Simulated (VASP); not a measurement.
Method: PBE GGA with D3 dispersion (zero damping), VASP's PBE PAW potentials (set 64) (plane waves; VASP).

VASP input:

### INCAR
```
SYSTEM = ZrB2
PREC = Accurate
ENCUT = 520
EDIFF = 1E-6
NELM = 100
ALGO = Normal
LREAL = .FALSE.
LASPH = .TRUE.
ISMEAR = 1
SIGMA = 0.1
GGA = PE
IVDW = 11
LMAXMIX = 4
LWAVE = .FALSE.
LCHARG = .FALSE.
IBRION = 2
ISIF = 3
NSW = 60
EDIFFG = -0.02
```

File POSCAR:
```
ZrB2
1
    1.5756239836    -2.7290612549    -0.0000000000
    1.5756239836     2.7290612549     0.0000000000
    0.0000000000     0.0000000000     3.5149736826
Zr B
1 2
Direct
  0.0000000000   0.0000000000   0.0000000000
  0.3333330000   0.6666670000   0.5000000000
  0.6666670000   0.3333330000   0.5000000000
```

KPOINTS:
```
Automatic mesh
0
Gamma
10 10 8
0 0 0
```

POTCAR, in this order: Zr_sv B (PBE.64 set). Program: vasp_std.

Output of the run:

File OSZICAR:
```
       N       E                     dE             d eps       ncg     rms          rms(c)
DAV:   1     0.110072525321E+03    0.11007E+03   -0.98500E+03  1820   0.138E+03
DAV:   2    -0.221090239633E+02   -0.13218E+03   -0.12770E+03  2098   0.335E+02
DAV:   3    -0.275698042243E+02   -0.54608E+01   -0.54020E+01  2990   0.596E+01
DAV:   4    -0.276670497832E+02   -0.97246E-01   -0.97223E-01  2197   0.753E+00
DAV:   5    -0.276700311127E+02   -0.29813E-02   -0.29812E-02  2897   0.954E-01    0.224E+01
DAV:   6    -0.249999746786E+02    0.26701E+01   -0.77518E+00  2173   0.201E+01    0.916E+00
DAV:   7    -0.249657469868E+02    0.34228E-01   -0.91703E-01  2746   0.631E+00    0.320E+00
DAV:   8    -0.249673534867E+02   -0.16065E-02   -0.10318E-01  2185   0.302E+00    0.799E-01
DAV:   9    -0.249643270869E+02    0.30264E-02   -0.17392E-02  2308   0.110E+00    0.143E-01
DAV:  10    -0.249642885843E+02    0.38503E-04   -0.81692E-04  2338   0.267E-01    0.432E-02
DAV:  11    -0.249643005578E+02   -0.11973E-04   -0.32116E-05  2430   0.671E-02    0.132E-02
DAV:  12    -0.249643004710E+02    0.86754E-07   -0.17415E-06  1714   0.144E-02
   1 F= -.25808925E+02 E0= -.25808845E+02  d E =-.258089E+02
       N       E                     dE             d eps       ncg     rms          rms(c)
DAV:   1    -0.249654352629E+02   -0.11347E-02   -0.23064E-02  1990   0.153E+00    0.157E-01
DAV:   2    -0.249652013694E+02    0.23389E-03   -0.56533E-04  2040   0.227E-01    0.694E-02
DAV:   3    -0.249651124347E+02    0.88935E-04   -0.23708E-04  2473   0.140E-01    0.182E-02
DAV:   4    -0.249651123694E+02    0.65317E-07   -0.11943E-05  2297   0.301E-02    0.683E-03
DAV:   5    -0.249651119097E+02    0.45968E-06   -0.19492E-06  1678   0.134E-02
   2 F= -.25809053E+02 E0= -.25808971E+02  d E =-.127610E-03
```

OUTCAR:
```
------------------------ aborting loop because EDIFF is reached ----------------------------------------
 Edisp (eV)   -0.84394
  FORCE on cell =-STRESS in cart. coord.  units (eV):
  Direction    XX          YY          ZZ          XY          YZ          ZX
  --------------------------------------------------------------------------------------
  Total      -0.01554    -0.01554    -0.02909    -0.00000     0.00000     0.00000
  in kB      -0.82298    -0.82298    -1.54067    -0.00000     0.00000     0.00000
  external pressure =       -1.06 kB  Pullay stress =        0.00 kB
  volume of cell :       30.25
      direct lattice vectors                 reciprocal lattice vectors
     1.574695501 -2.727453075  0.000000000     0.317521705 -0.183321211 -0.000000000
     1.574695501  2.727453075  0.000000000     0.317521705  0.183321211 -0.000000000
     0.000000000  0.000000000  3.521812908    -0.000000000  0.000000000  0.283944669
 POSITION                                       TOTAL-FORCE (eV/Angst)
 -----------------------------------------------------------------------------------
      0.00000      0.00000      0.00000        -0.000000      0.000000      0.000000
      1.57470      0.90915      1.76091        -0.000000      0.000000      0.000000
      1.57470     -0.90915      1.76091         0.000000     -0.000000     -0.000000
 -----------------------------------------------------------------------------------
    total drift:                                0.000000     -0.000000      0.000000
  FREE ENERGIE OF THE ION-ELECTRON SYSTEM (eV)
  ---------------------------------------------------
  free  energy   TOTEN  =       -25.8090528854 eV

  energy  without entropy=      -25.8088075404  energy(sigma->0) =      -25.80897110

 reached required accuracy - stopping structural energy minimisation
```
(Selected blocks of OUTCAR.)

CONTCAR:
```
ZrB2
   1.00000000000000
     1.5746955008934798   -2.7274530748621806    0.0000000000000000
     1.5746955008934798    2.7274530748621806    0.0000000000000000
     0.0000000000000000    0.0000000000000000    3.5218129076805198
  Zr              B
     1     2
Direct
     0.0000000000000000    0.0000000000000000    0.0000000000000000
     0.3333330000000032    0.6666669999999968    0.5000000000000000
     0.6666669999999968    0.3333330000000032    0.5000000000000000
```

The compound is ZrB2 in the AlB2 type structure. This run relaxes it. Symmetry was kept, so distortions that lower it aren't found. The start is the result of an earlier pass.
